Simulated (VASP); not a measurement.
An input for Quantum ESPRESSO's pw.x (written as the equivalent of a VASP run, and not itself run):

```
&CONTROL
  calculation = 'scf'
  pseudo_dir = './pseudo'
  outdir = './out'
  tprnfor = .true.
  tstress = .true.
/
&SYSTEM
  ibrav = 0
  nat = 2
  ntyp = 2
  ecutwfc = 60.3
  occupations = 'smearing'
  smearing = 'gaussian'
  degauss = 0.003675
  input_dft = 'pbe'
  vdw_corr = 'grimme-d3'
  dftd3_version = 3
  dftd3_threebody = .false.
/
&ELECTRONS
  conv_thr = 7.3e-09
  electron_maxstep = 100
/
ATOMIC_SPECIES
  Tl 204.380 Tl.upf
  Cl 35.450 Cl.upf
CELL_PARAMETERS angstrom
     4.0984079    0.0000000    0.0000000
     0.0000000    4.0984079    0.0000000
     0.0000000    0.0000000    4.0984079
ATOMIC_POSITIONS crystal
  Tl   0.0000000  0.0000000  0.0000000
  Cl   0.5000000  0.5000000  0.5000000
K_POINTS automatic
  7 7 7 0 0 0
```

Translate this input to VASP (INCAR, KPOINTS, POSCAR, choice of POTCAR).

One answer among several that fit: 
**INCAR**
```
SYSTEM = TlCl
PREC = Accurate
ENCUT = 520
EDIFF = 1E-7
NELM = 100
ALGO = Normal
LREAL = .FALSE.
LASPH = .TRUE.
ISMEAR = 0
SIGMA = 0.05
GGA = PE
IVDW = 11
LMAXMIX = 4
LWAVE = .FALSE.
LCHARG = .FALSE.
ISIF = 2
```

POSCAR:
```
TlCl
1
    4.0984078669     0.0000000000     0.0000000000
    0.0000000000     4.0984078669     0.0000000000
    0.0000000000     0.0000000000     4.0984078669
Tl Cl
1 1
Direct
  0.0000000000   0.0000000000   0.0000000000
  0.5000000000   0.5000000000   0.5000000000
```

**KPOINTS**
```
kpoints
0
G
 7 7 7
0 0 0
```

POTCAR, in this order: Tl_d Cl (PBE.64 set). Program: vasp_std.

What does not carry over: the potentials are each code's own (VASP's PAW set, PseudoDojo norm-conserving files in pw.x), so ENCUT and ecutwfc are chosen apart and not converted; conv_thr bounds pw.x's estimated SCF error, while EDIFF bounds the energy change between steps.

The compound is TlCl in the CsCl type structure. It was relaxed first, which changed the volume by +22 %.
